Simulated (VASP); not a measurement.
# NbTe (P-6m2) in VASP: a series of runs

Runs on NbTe. Level: PBE. Tasks: single point.

Everything below comes from runs of VASP 6.6.1. Logs are shortened: lines on timing, memory, paths and dates and some standing lists are left out, and cuts for length are marked.

## Step 1: The crystal as given

The structure is hexagonal, space group P-6m2 (No. 187). The conventional cell has a = 3.703 Å, b = 3.703 Å, c = 3.694 Å, α = 90.00°, β = 90.00°, γ = 120.00°. Te (site symmetry -6m2) has 6 Nb at 2.83 Å as nearest neighbours. Nb (site symmetry -6m2) is surrounded by 6 Te at 2.83 Å.

The cell comes from a database or a generator and needn't be the stable form of this composition.

## Step 2: Single point, PBE

Contents of INCAR:

```
  PREC = Accurate
  ENCUT = 460
  EDIFF = 1E-5
  ISMEAR = 0
  SIGMA = 0.05
  LREAL = False
  LASPH = True
  NELM = 100
  ALGO = Normal
  ISIF = 2
  LWAVE = False
  LCHARG = False
  GGA = PE
  NBANDS = 16
  ADDGRID = False
```

Contents of KPOINTS:

```
regular mesh
0
Gamma
  7 7 6
```

Contents of POSCAR:

```
NbTe
1.0
    3.7029743866      0.0000000000      0.0000000000
   -1.8514871933      3.2068698884      0.0000000000
    0.0000000000      0.0000000000      3.6942110000
Te Nb
1 1
Direct
    0.6666666667      0.3333333333      0.0000000000
    0.0000000000      0.0000000000      0.5000000000
```

Potentials or basis: VASP PAW PBE potentials, release 64 (Te, Nb_pv).

The run is started by

```sh
$ cat potpaw_PBE.64/Te/POTCAR potpaw_PBE.64/Nb_pv/POTCAR > POTCAR
$ mpirun -np 1 vasp_std > vasp.out
```

OUTCAR:

```text
PREC = Accurate
   ENCUT = 460
   EDIFF = 1E-5
   ISMEAR = 0
   LREAL = False
   LASPH = True
   NELM = 100
   ISIF = 2
   GGA = PE

 Found     32 irreducible k-points:

 Following reciprocal coordinates:
            Coordinates               Weight
  0.000000  0.000000  0.000000      1.000000
  0.142857 -0.000000  0.000000      6.000000
  0.285714 -0.000000  0.000000      6.000000
  0.428571  0.000000  0.000000      6.000000
  0.142857  0.142857  0.000000      6.000000
  0.285714  0.142857  0.000000     12.000000
   k-points           NKPTS =     32   k-points in BZ     NKDIM =     32   number of bands    NBANDS=     16
   number of dos      NEDOS =    301   number of ions     NIONS =      2
   total plane-waves  NPLWV =  21952
   dimension x,y,z NGX =    28 NGY =   28 NGZ =   28
   dimension x,y,z NGXF=    56 NGYF=   56 NGZF=   56
   ions per type =               1   1
   NGX,Y,Z   is equivalent  to a cutoff of  12.57, 12.57, 12.60 a.u.
   NGXF,Y,Z  is equivalent  to a cutoff of  25.14, 25.14, 25.20 a.u.
 SYSTEM =  unknown system
   PREC   = accura    normal or accurate (medium, high low for compatibility)
   ISTART =      0    job   : 0-new  1-cont  2-samecut
   ICHARG =      2    charge: 1-file 2-atom 10-const
   ISPIN  =      1    spin polarized calculation?
   LNONCOLLINEAR =      F non collinear calculations
   LSORBIT =      F    spin-orbit coupling
   LASPH  =      T    aspherical Exc in radial PAW
   ENCUT  =  460.0 eV  33.81 Ry    5.81 a.u.   6.48  6.48  6.46*2*pi/ulx,y,z
   NELM   =    100;   NELMIN=  2; NELMDL= -5     # of ELM steps
   EDIFF  = 0.1E-04   stopping-criterion for ELM
   LREAL  =      F    real-space projection
   EDIFFG = 0.1E-03   stopping-criterion for IOM
   NSW    =      0    number of steps for IOM
   IBRION =     -1    ionic relax: 0-MD 1-quasi-New 2-CG
[... 14 lines left out ...]
     AMIX     =   0.40;   BMIX     =  1.00
     AMIX_MAG =   1.60;   BMIX_MAG =  1.00
  volume/ion in A,a.u.               =      21.93       148.02
  Fermi-wavevector in a.u.,A,eV,Ry     =   1.193548  2.255479 19.382272  1.424557
  Thomas-Fermi vector in A             =   2.329560
   LORBIT       =      0    0 simple, 1 ext, 2 COOP (PROOUT), +10 PAW based schemes
   GGA     = PE    functional components
[... 5 lines left out ...]
 non-spin polarized calculation
 Gauss-broadening in eV      SIGMA  =   0.05
  energy-cutoff  :      460.00
  volume of cell :       43.87
 maximum number of plane-waves:      1009
 NGX is ok and might be reduce to    28
   NGX = 13   NGY = 13   NGZ = 13

 number of electron      17.0000003 magnetization

 Free energy of the ion-electron system (eV)
  ---------------------------------------------------
  ext. energy  EPLUGINS =         0.00000000
  ---------------------------------------------------
  free energy    TOTEN  =       -13.51101765 eV

  energy without entropy =      -13.50927896  energy(sigma->0) =      -13.51014831

 E-fermi :   8.3819     XC(G=0): -11.2460

 val. band max:        8.3599770796   @ k =   0.2857  -0.0000   0.0000
 cond. band min:       8.4105336108   @ k =   0.2857  -0.0000   0.3333
 fundamental gap:      0.0505565312
 Fermi energy:         8.3818678147

 k-point     1 :       0.0000    0.0000    0.0000
  band No.  band energies     occupation
      1     -23.3696      2.00000
      2     -23.1669      2.00000
      3     -23.1669      2.00000
      4      -5.8114      2.00000
      5       5.2959      2.00000
      6       5.2959      2.00000
      7       5.4455      2.00000
      8       6.1280      2.00000
      9       8.5640      0.00000
     10       8.5640      0.00000
     11      10.9135      0.00000
     12      10.9135      0.00000
     13      11.3467      0.00000
     14      14.4307      0.00000
     15      15.5044      0.00000
     16      15.5044      0.00000

 k-point     2 :       0.1429   -0.0000    0.0000
  band No.  band energies     occupation
      1     -23.3655      2.00000
      2     -23.1921      2.00000
      3     -23.1729      2.00000
      4      -5.5661      2.00000
      5       4.3210      2.00000
      6       5.4175      2.00000
      7       5.6624      2.00000
      8       5.7693      2.00000
      9       8.4993      0.00090
     10       9.3019      0.00000
     11       9.8263      0.00000
     12      10.4830      0.00000
     13      12.4968      0.00000
     14      14.3480      0.00000
     15      16.4802      0.00000
     16      16.5204      0.00000

 k-point     3 :       0.2857   -0.0000    0.0000
  band No.  band energies     occupation
      1     -23.3561      2.00000
      2     -23.2483      2.00000
      3     -23.1862      2.00000
      4      -4.9244      2.00000
      5       2.7047      2.00000
      6       5.0211      2.00000
      7       5.6730      2.00000
      8       6.0000      2.00000
      9       8.3600      1.46419
     10       9.1565      0.00000
     11       9.9050      0.00000
     12      10.5718      0.00000
     13      12.7693      0.00000
     14      15.5238      0.00000
     15      17.0160      0.00000
     16      17.4139      0.00000

 k-point     4 :       0.4286    0.0000    0.0000
  band No.  band energies     occupation
      1     -23.3486      2.00000
      2     -23.2927      2.00000
      3     -23.1969      2.00000
      4      -4.2556      2.00000
      5       1.4467      2.00000
      6       4.6643      2.00000
      7       5.8450      2.00000
      8       5.8503      2.00000
      9       8.2539      1.99970
     10       9.6876      0.00000
     11       9.7201      0.00000
     12      11.4030      0.00000
     13      12.4243      0.00000
     14      14.4811      0.00000
     15      17.1694      0.00000
     16      18.8497      0.00000

 k-point     5 :       0.1429    0.1429    0.0000
  band No.  band energies     occupation
      1     -23.3587      2.00000
      2     -23.2293      2.00000
      3     -23.1860      2.00000
      4      -5.1197      2.00000
      5       3.2497      2.00000
      6       5.1846      2.00000
      7       5.2325      2.00000
      8       6.1988      2.00000
      9       8.3081      1.96315
     10       9.1444      0.00000
     11       9.9976      0.00000
     12      10.3480      0.00000
     13      13.3853      0.00000
     14      14.7883      0.00000
     15      16.9599      0.00000
     16      17.6279      0.00000

 k-point     6 :       0.2857    0.1429    0.0000
  band No.  band energies     occupation
      1     -23.3503      2.00000
      2     -23.2726      2.00000
      3     -23.2049      2.00000
      4      -4.4364      2.00000
      5       2.0342      2.00000
      6       4.6600      2.00000
      7       4.7886      2.00000
      8       6.7972      2.00000
      9       8.0249      2.00000
     10       8.8954      0.00000
     11       9.8924      0.00000
     12      11.5907      0.00000
     13      13.2854      0.00000
     14      15.6399      0.00000
     15      16.9974      0.00000
     16      17.3961      0.00000

 [... further k-points ...]

------------------------ aborting loop because EDIFF is reached ----------------------------------------

  FORCE on cell =-STRESS in cart. coord.  units (eV):
  Direction    XX          YY          ZZ          XY          YZ          ZX
  --------------------------------------------------------------------------------------
  -------------------------------------------------------------------------------------
  Total       -0.0773024     -0.0773024      0.1253586      0.0000000     -0.0000000      0.0000000
  in kB       -2.8232524     -2.8232524      4.5783717      0.0000000     -0.0000000      0.0000000
  external PRESSURE =      -0.3560444 kB  Pullay stress =       0.0000000 kB

 VOLUME and BASIS-vectors are now :
 -----------------------------------------------------------------------------
  energy-cutoff  :      460.00
  volume of cell :       43.87
      direct lattice vectors                 reciprocal lattice vectors
     3.702974387  0.000000000  0.000000000     0.270053178  0.155915275  0.000000000
    -1.851487193  3.206869888  0.000000000     0.000000000  0.311830550  0.000000000
     0.000000000  0.000000000  3.694211000     0.000000000  0.000000000  0.270693796

 POSITION                                       TOTAL-FORCE (eV/Angst)
 -----------------------------------------------------------------------------------
      1.85149      1.06896      0.00000         0.000000      0.000000      0.000000
      0.00000      0.00000      1.84711         0.000000     -0.000000      0.000000
 -----------------------------------------------------------------------------------
    total drift:                               -0.000000      0.000000      0.000000

  FREE ENERGIE OF THE ION-ELECTRON SYSTEM (eV)
  ---------------------------------------------------
  free  energy   TOTEN  =       -13.5110176535 eV

  energy  without entropy=      -13.5092789649  energy(sigma->0) =      -13.51014831
```

It took 13 s on 1 thread of Intel Xeon Platinum 8488C (Sapphire Rapids), shared host; peak memory 0.16 GiB.

The run converged, but some of its settings lie outside the range that counts as converged, so its numbers aren't taken as properties of the crystal.

What came out:

```yaml
Free_energy: -13.5110 eV
Pressure: 0.0 GPa
Band_gap_on_the_k_mesh: none (metal or under the smearing width)
```

## Step 3: Single point, PBE

INCAR, as its differences from that of step 2:

```diff
@@ -2,3 +2,3 @@
   ENCUT = 460
-  EDIFF = 1E-5
+  EDIFF = 1E-6
   ISMEAR = 0
```

KPOINTS is that of step 2.

POSCAR is that of step 2.

Potentials or basis: VASP PAW PBE potentials, release 64 (Te, Nb_pv).

The run is started by

```sh
$ cat potpaw_PBE.64/Te/POTCAR potpaw_PBE.64/Nb_pv/POTCAR > POTCAR
$ mpirun -np 1 vasp_std > vasp.out
```

OUTCAR:

```text
PREC = Accurate
   ENCUT = 460
   EDIFF = 1E-6
   ISMEAR = 0
   LREAL = False
   LASPH = True
   NELM = 100
   ISIF = 2
   GGA = PE

 Found     32 irreducible k-points:

 Following reciprocal coordinates:
            Coordinates               Weight
  0.000000  0.000000  0.000000      1.000000
  0.142857 -0.000000  0.000000      6.000000
  0.285714 -0.000000  0.000000      6.000000
  0.428571  0.000000  0.000000      6.000000
  0.142857  0.142857  0.000000      6.000000
  0.285714  0.142857  0.000000     12.000000
   k-points           NKPTS =     32   k-points in BZ     NKDIM =     32   number of bands    NBANDS=     16
   number of dos      NEDOS =    301   number of ions     NIONS =      2
   total plane-waves  NPLWV =  21952
   dimension x,y,z NGX =    28 NGY =   28 NGZ =   28
   dimension x,y,z NGXF=    56 NGYF=   56 NGZF=   56
   ions per type =               1   1
   NGX,Y,Z   is equivalent  to a cutoff of  12.57, 12.57, 12.60 a.u.
   NGXF,Y,Z  is equivalent  to a cutoff of  25.14, 25.14, 25.20 a.u.
 SYSTEM =  unknown system
   PREC   = accura    normal or accurate (medium, high low for compatibility)
   ISTART =      0    job   : 0-new  1-cont  2-samecut
   ICHARG =      2    charge: 1-file 2-atom 10-const
   ISPIN  =      1    spin polarized calculation?
   LNONCOLLINEAR =      F non collinear calculations
   LSORBIT =      F    spin-orbit coupling
   LASPH  =      T    aspherical Exc in radial PAW
   ENCUT  =  460.0 eV  33.81 Ry    5.81 a.u.   6.48  6.48  6.46*2*pi/ulx,y,z
   NELM   =    100;   NELMIN=  2; NELMDL= -5     # of ELM steps
   EDIFF  = 0.1E-05   stopping-criterion for ELM
   LREAL  =      F    real-space projection
   EDIFFG = 0.1E-04   stopping-criterion for IOM
   NSW    =      0    number of steps for IOM
   IBRION =     -1    ionic relax: 0-MD 1-quasi-New 2-CG
   NFREE  =      0    steps in history (QN), initial steepest desc. (CG)
   ISIF   =      2    stress and relaxation
   ISYM   =      2    0-nonsym 1-usesym 2-fastsym
   POTIM  = 0.5000    time-step for ionic-motion
   TEBEG  =    0.0;   TEEND  =   0.0 temperature during run
   PSTRESS=    0.0 pullay stress
   NELECT =      17.0000    total number of electrons
   NUPDOWN=      -1.0000    fix difference up-down
   EMIN   =  10.00;   EMAX   =-10.00  energy-range for DOS
   EFERMI =   0.00;   METHOD = LEGACY
   ISMEAR =     0;   SIGMA  =   0.05  broadening in eV -4-tet -1-fermi 0-gaus
   EFERMI_NEDOS =   21; number of points for ismear=-14 and -15
   IALGO  =     38    algorithm
   IMIX   =      4    mixing-type and parameters
     AMIX     =   0.40;   BMIX     =  1.00
     AMIX_MAG =   1.60;   BMIX_MAG =  1.00
  volume/ion in A,a.u.               =      21.93       148.02
  Fermi-wavevector in a.u.,A,eV,Ry     =   1.193548  2.255479 19.382272  1.424557
  Thomas-Fermi vector in A             =   2.329560
   LORBIT       =      0    0 simple, 1 ext, 2 COOP (PROOUT), +10 PAW based schemes
   GGA     = PE    functional components
   LHFCALC =     F    Hartree Fock is set to
   AEXX    =    0.0000 exact exchange contribution
   IVDW    =     0    specifies the selected vdW correction
   LEPSILON=     F    determine dielectric tensor
   LRPA    =     F    only Hartree local field effects (RPA)
 non-spin polarized calculation
 Gauss-broadening in eV      SIGMA  =   0.05
  energy-cutoff  :      460.00
  volume of cell :       43.87
 maximum number of plane-waves:      1009
 NGX is ok and might be reduce to    28
   NGX = 13   NGY = 13   NGZ = 13

 number of electron      17.0000003 magnetization

 Free energy of the ion-electron system (eV)
  ---------------------------------------------------
  ext. energy  EPLUGINS =         0.00000000
  ---------------------------------------------------
  free energy    TOTEN  =       -13.51101697 eV

  energy without entropy =      -13.50927814  energy(sigma->0) =      -13.51014755

 E-fermi :   8.3824     XC(G=0): -11.2458

 val. band max:        8.3605552516   @ k =   0.2857  -0.0000   0.0000
 cond. band min:       8.4110496746   @ k =   0.2857  -0.0000   0.3333
 fundamental gap:      0.0504944230
 Fermi energy:         8.3823987144

 k-point     1 :       0.0000    0.0000    0.0000
  band No.  band energies     occupation
      1     -23.3686      2.00000
      2     -23.1659      2.00000
      3     -23.1659      2.00000
      4      -5.8114      2.00000
      5       5.2961      2.00000
      6       5.2961      2.00000
      7       5.4458      2.00000
      8       6.1279      2.00000
      9       8.5646      0.00000
     10       8.5646      0.00000
     11      10.9138      0.00000
     12      10.9138      0.00000
     13      11.3469      0.00000
     14      14.4309      0.00000
     15      15.5045      0.00000
     16      15.5045      0.00000

 k-point     2 :       0.1429   -0.0000    0.0000
  band No.  band energies     occupation
      1     -23.3645      2.00000
      2     -23.1912      2.00000
      3     -23.1719      2.00000
      4      -5.5661      2.00000
      5       4.3211      2.00000
      6       5.4177      2.00000
      7       5.6624      2.00000
      8       5.7697      2.00000
      9       8.4999      0.00089
     10       9.3023      0.00000
     11       9.8266      0.00000
     12      10.4834      0.00000
     13      12.4969      0.00000
     14      14.3483      0.00000
     15      16.4803      0.00000
     16      16.5205      0.00000

 k-point     3 :       0.2857   -0.0000    0.0000
  band No.  band energies     occupation
      1     -23.3551      2.00000
      2     -23.2473      2.00000
      3     -23.1852      2.00000
      4      -4.9244      2.00000
      5       2.7047      2.00000
      6       5.0212      2.00000
      7       5.6731      2.00000
      8       6.0004      2.00000
      9       8.3606      1.46331
     10       9.1569      0.00000
     11       9.9054      0.00000
     12      10.5722      0.00000
     13      12.7695      0.00000
     14      15.5241      0.00000
     15      17.0161      0.00000
     16      17.4140      0.00000

 k-point     4 :       0.4286    0.0000    0.0000
  band No.  band energies     occupation
      1     -23.3476      2.00000
      2     -23.2917      2.00000
      3     -23.1959      2.00000
      4      -4.2557      2.00000
      5       1.4468      2.00000
      6       4.6644      2.00000
      7       5.8450      2.00000
      8       5.8507      2.00000
      9       8.2545      1.99970
     10       9.6882      0.00000
     11       9.7206      0.00000
     12      11.4033      0.00000
     13      12.4244      0.00000
     14      14.4813      0.00000
     15      17.1697      0.00000
     16      18.8499      0.00000

 k-point     5 :       0.1429    0.1429    0.0000
  band No.  band energies     occupation
      1     -23.3577      2.00000
      2     -23.2284      2.00000
      3     -23.1850      2.00000
      4      -5.1198      2.00000
      5       3.2498      2.00000
      6       5.1847      2.00000
      7       5.2326      2.00000
      8       6.1991      2.00000
      9       8.3086      1.96305
     10       9.1447      0.00000
     11       9.9981      0.00000
     12      10.3484      0.00000
     13      13.3854      0.00000
     14      14.7885      0.00000
     15      16.9601      0.00000
     16      17.6279      0.00000

 k-point     6 :       0.2857    0.1429    0.0000
  band No.  band energies     occupation
      1     -23.3493      2.00000
      2     -23.2716      2.00000
      3     -23.2040      2.00000
      4      -4.4365      2.00000
      5       2.0343      2.00000
      6       4.6601      2.00000
      7       4.7887      2.00000
      8       6.7976      2.00000
      9       8.0255      2.00000
     10       8.8958      0.00000
     11       9.8930      0.00000
     12      11.5911      0.00000
     13      13.2855      0.00000
     14      15.6402      0.00000
     15      16.9976      0.00000
     16      17.3963      0.00000

 [... further k-points ...]

------------------------ aborting loop because EDIFF is reached ----------------------------------------

  FORCE on cell =-STRESS in cart. coord.  units (eV):
  Direction    XX          YY          ZZ          XY          YZ          ZX
  --------------------------------------------------------------------------------------
  -------------------------------------------------------------------------------------
  Total       -0.0811819     -0.0811819      0.1194315      0.0000000      0.0000000      0.0000000
  in kB       -2.9649411     -2.9649411      4.3619018      0.0000000      0.0000000      0.0000000
  external PRESSURE =      -0.5226601 kB  Pullay stress =       0.0000000 kB

 VOLUME and BASIS-vectors are now :
 -----------------------------------------------------------------------------
  energy-cutoff  :      460.00
  volume of cell :       43.87
      direct lattice vectors                 reciprocal lattice vectors
     3.702974387  0.000000000  0.000000000     0.270053178  0.155915275  0.000000000
    -1.851487193  3.206869888  0.000000000     0.000000000  0.311830550  0.000000000
     0.000000000  0.000000000  3.694211000     0.000000000  0.000000000  0.270693796

 POSITION                                       TOTAL-FORCE (eV/Angst)
 -----------------------------------------------------------------------------------
      1.85149      1.06896      0.00000        -0.000000      0.000000      0.000000
      0.00000      0.00000      1.84711         0.000000      0.000000      0.000000
 -----------------------------------------------------------------------------------
    total drift:                               -0.000000      0.000000      0.000000

  FREE ENERGIE OF THE ION-ELECTRON SYSTEM (eV)
  ---------------------------------------------------
  free  energy   TOTEN  =       -13.5110169706 eV

  energy  without entropy=      -13.5092781355  energy(sigma->0) =      -13.51014755
```

stdout:

```text
POSCAR found type information on POSCAR TeNb
 POSCAR found :  2 types and       2 ions
 scaLAPACK will be used
 LDA part: xc-table for (Slater+PW92), standard interpolation
 POSCAR, INCAR and KPOINTS ok, starting setup
 FFT: planning ... GRIDC
 FFT: planning ... GRID_SOFT
 FFT: planning ... GRID
 WAVECAR not read
 entering main loop
```

Run time: 14 s. Hardware: 1 thread of Intel Xeon Platinum 8488C (Sapphire Rapids), shared host; peak memory 0.16 GiB.

These settings aren't checked as converged: the numbers below hold their error.

Results:

| Property | Result |
| --- | --- |
| Free energy | -13.5110 eV |
| Pressure | -0.1 GPa |
| Band gap on the k mesh | none (metal or under the smearing width) |

[end of part 1 of 2]
